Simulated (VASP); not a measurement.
An input for Quantum ESPRESSO's pw.x (written as the equivalent of a VASP run, and not itself run):

```
&CONTROL
  calculation = 'vc-relax'
  pseudo_dir = './pseudo'
  outdir = './out'
  tprnfor = .true.
  tstress = .true.
  nstep = 60
  forc_conv_thr = 0.00039
/
&SYSTEM
  ibrav = 0
  nat = 2
  ntyp = 2
  ecutwfc = 74
  occupations = 'smearing'
  smearing = 'gaussian'
  degauss = 0.003675
  input_dft = 'pbe'
  vdw_corr = 'grimme-d3'
  dftd3_version = 3
  dftd3_threebody = .false.
/
&ELECTRONS
  conv_thr = 7.3e-08
  electron_maxstep = 100
/
&IONS
/
&CELL
/
ATOMIC_SPECIES
  Li 6.940 Li.upf
  Cl 35.450 Cl.upf
CELL_PARAMETERS angstrom
     0.0000000    2.5401401    2.5401401
     2.5401401   -0.0000000    2.5401401
     2.5401401    2.5401401   -0.0000000
ATOMIC_POSITIONS crystal
  Li   0.0000000  0.0000000  0.0000000
  Cl   0.5000000  0.5000000  0.5000000
K_POINTS automatic
  8 8 8 0 0 0
```

Q: Write the VASP files for the same calculation (PBE-D3 (zero damping)).

A: This is not unique; one that fits is 
KPOINTS:
```
Automatic mesh
0
Gamma
8 8 8
0 0 0
```

### POSCAR
```
LiCl
1
    0.0000000000     2.5401401253     2.5401401253
    2.5401401253    -0.0000000000     2.5401401253
    2.5401401253     2.5401401253    -0.0000000000
Li Cl
1 1
Direct
  0.0000000000   0.0000000000   0.0000000000
  0.5000000000   0.5000000000   0.5000000000
```

### INCAR
```
PREC=Accurate
ENCUT=520   # plane-wave cut-off (eV)
ISMEAR=0   # Gaussian
LCHARG=.FALSE.
LREAL=.FALSE.
GGA=PE
NSW=60
IVDW=11
ALGO=Normal   # blocked Davidson
ISIF=3
LASPH=.TRUE.
LWAVE=.FALSE.
NELM=100   # most electronic steps
SYSTEM=LiCl
EDIFFG=-0.01
IBRION=2   # conjugate gradients
SIGMA=0.05   # width (eV)
EDIFF=1E-6   # SCF stop (eV)
```

POTCAR, in this order: Li_sv Cl (PBE.64 set). Program: vasp_std.

Limits of the translation: the potentials are each code's own (VASP's PAW set, PseudoDojo norm-conserving files in pw.x), so ENCUT and ecutwfc are chosen apart and not converted; conv_thr bounds pw.x's estimated SCF error, while EDIFF bounds the energy change between steps; forc_conv_thr acts on force components and is met together with etot_conv_thr.

The compound is LiCl in the rock salt structure. It was relaxed first. The start is the result of an earlier pass.
